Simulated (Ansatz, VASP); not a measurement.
# One calculation of ScF3, two programs

Contents of INCAR:

```
  PREC = Accurate
  ENCUT = 520
  EDIFF = 1E-6
  ISMEAR = -1
  SIGMA = 0.02
  LREAL = False
  LASPH = True
  NELM = 100
  ALGO = Normal
  ISIF = 2
  LWAVE = False
  LCHARG = False
  GGA = CA
  NBANDS = 24
```

KPOINTS

```
Automatic mesh
0
Gamma
  6 6 6
```

The input POSCAR:

```
ScF3
1.0
    4.0124500000      0.0000000000      0.0000000000
    0.0000000000      4.0124500000      0.0000000000
    0.0000000000      0.0000000000      3.9723255000
Sc F
1 3
Direct
    0.0000000000      0.0000000000      0.0000000000
    0.5000000000      0.0000000000      0.0000000000
    0.0000000000      0.5000000000      0.0000000000
    0.0000000000      0.0000000000      0.5000000000
```

Input for Ansatz:

```yaml
crystal:
  lattice:
    - [4.01245, 0.0, 0.0]
    - [0.0, 4.01245, 0.0]
    - [0.0, 0.0, 3.9723255]
  atoms:
    - { symbol: Sc, position: [0.0, 0.0, 0.0] }
    - { symbol: F, position: [0.5, 0.0, 0.0] }
    - { symbol: F, position: [0.0, 0.5, 0.0] }
    - { symbol: F, position: [0.0, 0.0, 0.5] }
kpoints:
  mp_grid: { grid: [6, 6, 6] }
  band_path:
    path:
      - [0.0, 0.0, 0.0]
      - [0.0, 0.5, 0.0]
      - [0.5, 0.5, 0.0]
      - [0.0, 0.0, 0.0]
      - [0.0, 0.0, 0.5]
      - [0.0, 0.5, 0.5]
      - [0.5, 0.5, 0.5]
      - [0.0, 0.0, 0.5]
      - [0.0, 0.5, 0.0]
    npoints: 5
scf:
  occupations: { method: fermi_dirac, width: 0.02 }
hamiltonian:
  xc: lda
  pseudopotentials: { kind: all_electron, lapw: { basis_error: 0.001 } }
output:
  forces: true
  stress: true
  eigenvalues: true
```

Change from the starting cell: zz strain of -1 %.

Alike in both runs: task single point; functional LDA; k mesh 6 × 6 × 6; occupations fermi-dirac, width 0.02 eV; no spin polarisation.

```csv
,VASP,Ansatz
version,VASP 6.6.1,Ansatz 0.2.0
potentials or method,"VASP PAW LDA potentials, release 64 (Sc_sv, F)","all-electron LAPW, scalar-relativistic"
plane-wave cutoff (eV),520,see its input
```

Ansatz gave:

```
gap on the k mesh at the Fermi level (eV)       : 6.23
pressure (GPa)                                  : -1.9
largest component of the traceless stress (GPa) : 1.65
```

Problem. Which values does VASP return?

Solution. gap on the k mesh at the Fermi level (eV): 6.20; pressure (GPa): -1.3; largest component of the traceless stress (GPa): 1.70.

Ansatz ran all-electron here, so the differences hold the error of VASP's frozen core and of both bases.

A k mesh can miss the band edges.
